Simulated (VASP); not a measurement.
A run of VASP 6.6.1:

INCAR

```
SYSTEM = C
  PREC = Accurate
  ENCUT = 520
  EDIFF = 1E-8
  ISMEAR = -1
  SIGMA = 0.05
  LREAL = .False.
  LASPH = .True.
  NELM = 100
  ALGO = Fast
  ISIF = 2
  LWAVE = .False.
  LCHARG = .False.
  GGA = PS
  LEPSILON = .True.
  IBRION = 8
```

The input KPOINTS:

```
Automatic mesh
0
Gamma
  13 13 13
  0 0 0
```

The input POSCAR:

```
C
1.0
    0.0000000000      1.7833700000      1.7833700000
    1.7833700000      0.0000000000      1.7833700000
    1.7833700000      1.7833700000      0.0000000000
C
2
Direct
    0.7500000000      0.7500000000      0.7500000000
    0.5000000000      0.5000000000      0.5000000000
```

Potentials or basis: VASP PAW PBE potentials, release 64 (C).

Command:

```sh
$ cat potpaw_PBE.64/C/POTCAR > POTCAR
$ mpirun -np 1 vasp_std > vasp.out
```

Hardware: 1 thread of Intel(R) Xeon(R) Platinum 8559C (Emerald Rapids), on a shared host.

How long does it take, and how much memory?

Wall time 73 s on 1 thread of Intel(R) Xeon(R) Platinum 8559C (Emerald Rapids), on a shared host, peak memory 0.19 GiB. Counts: scf iterations 103, k points 84.
